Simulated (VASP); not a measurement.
KMgF3 (cubic perovskite):

```
CELL_PARAMETERS angstrom
      3.99000     0.00000     0.00000
      0.00000     3.99000     0.00000
      0.00000     0.00000     3.99000
ATOMIC_POSITIONS crystal
  K  0.00000 0.00000 0.00000
  Mg 0.50000 0.50000 0.50000
  F  0.50000 0.00000 0.50000
  F  0.00000 0.50000 0.50000
  F  0.50000 0.50000 0.00000
```

The lowest empty band near Γ, direction [110], from mBJ (TB09) with spin-orbit coupling in VASP (PAW); its two spin partners are averaged. The gap over the points computed is 10.72 eV, and the next band on that side lies 1.70 eV away at the edge.

Run with 520 eV cut-off, 6×6×6 Γ-centred mesh, Gaussian smearing of 0.050 eV, potentials K_sv Mg F.

```tsv
distance from the edge in k (1/Å)	distance in energy (meV)
0.025	4.0
0.035	7.8
0.050	15.9
0.070	31.2
```

Fit E(1 + αE) = ħ²k²/2m* (ħ²/2m0 = 3.810 eV Å²) and predict the row at 0.095 1/Å.

The rows don't resolve α, so a parabola serves: the electron mass is m* = 0.598 m0, and so 57.5 meV. The run gave 57.3 meV, -0.2 meV from the fit.

Left out are points under 3 meV from the edge, since the levels carry 0.1 meV, and points farther than half the way to the next band.

The compound is KMgF3 in the cubic perovskite structure. The cell was not relaxed at this level.
